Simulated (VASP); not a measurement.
YCu2S2:

```xyz
5
Lattice="3.9274 0.0000 0.0000 -1.9637 3.4012 0.0000 0.0000 0.0000 6.4141" Properties=species:S:1:pos:R:3 pbc="T T T"
Y     0.0000    0.0000    0.0000
Cu    0.0000    2.2675    2.1913
Cu    1.9637    1.1337    4.2228
S     0.0000    2.2675    4.6990
S     1.9637    1.1337    1.7151
```

The cell comes from a database or a generator and needn't be the stable form of this composition.

- Program: VASP 6.6.1
- Task: single point
- Functional: PBE
- Potentials or basis: VASP PAW PBE potentials, release 64 (Y_sv, Cu, S)
- Cutoff: 520 eV
- k mesh: 8 × 8 × 4
- Occupations: fermi-dirac, width 0.05 eV
- Spin: no spin polarisation

On this cell: pressure 0.4 GPa; largest force 0.068 eV/Å; band gap on the k mesh none (metal or under the smearing width).

The same run follows on a disturbed copy (atoms moved at random, drawn with an rms of 0.05 Å):

```
CELL_PARAMETERS angstrom
3.92740 0.00000 0.00000
-1.96370 3.40123 0.00000
0.00000 0.00000 6.41411
ATOMIC_POSITIONS crystal
Y 0.98737 0.99357 0.00195
Cu 0.32858 0.66415 0.33711
Cu 0.67677 0.33659 0.66380
S 0.33315 0.66188 0.73384
S 0.67618 0.33557 0.26967
```

What does the disturbed cell give?

The energy (extrapolated to zero smearing) moves by +3.0 meV/atom; pressure 0.6 GPa; largest force 0.397 eV/Å; band gap on the k mesh none (metal or under the smearing width).

Forces on the atoms (eV/Å):
```
Y    0.296  0.095 -0.037
Cu   0.174  0.077 -0.006
Cu  -0.137 -0.112  0.029
S    0.029  0.100  0.023
S   -0.363 -0.161 -0.009
```

Stress tensor (GPa, compression positive):
```
1.07 0.59 0.24
0.59 0.31 0.08
0.24 0.08 0.56
```

Caveats: the run has no spin polarisation, though such a crystal can be magnetic.
